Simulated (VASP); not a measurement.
```
CELL_PARAMETERS angstrom
      4.42616     0.00000     0.00000
      0.00000     8.90934     0.00000
      0.00000     0.00000     6.19456
ATOMIC_POSITIONS crystal
  Mg 0.00000 0.27410 0.98177
  Mg 0.00000 0.72590 0.98177
  Mg 0.50000 0.00000 0.48612
  Mg 0.50000 0.50000 0.54549
  Te 0.50000 0.26383 0.25086
  Te 0.50000 0.73617 0.25086
  Te 0.00000 0.00000 0.75515
  S  0.00000 0.50000 0.74797
```

Method: r2SCAN meta-GGA, VASP's PBE PAW potentials (set 64) (plane waves; VASP). Settings: 400 eV cut-off, 6×3×4 Γ-centred mesh, tetrahedra with Blöchl corrections, potentials Mg Te S.

Unless said otherwise, spin-orbit coupling is left out, though it shifts the bands of the heavy elements here.

Predict the energy per atom (σ→0), band gap (over mesh and band path) with the smallest direct gap where there is one.

The band gap (over mesh and band path) is 2.37 eV and the smallest direct gap (over mesh and band path) comes out as 2.45 eV. The energy per atom (σ→0) is -13.779 eV/atom.

Total energies compare only between runs with the same potentials, cut-off and functional.

The structure comes from a computed database's Mg4Te3S entry (Pmm2); how it stands against other phases isn't given here. It was relaxed first.
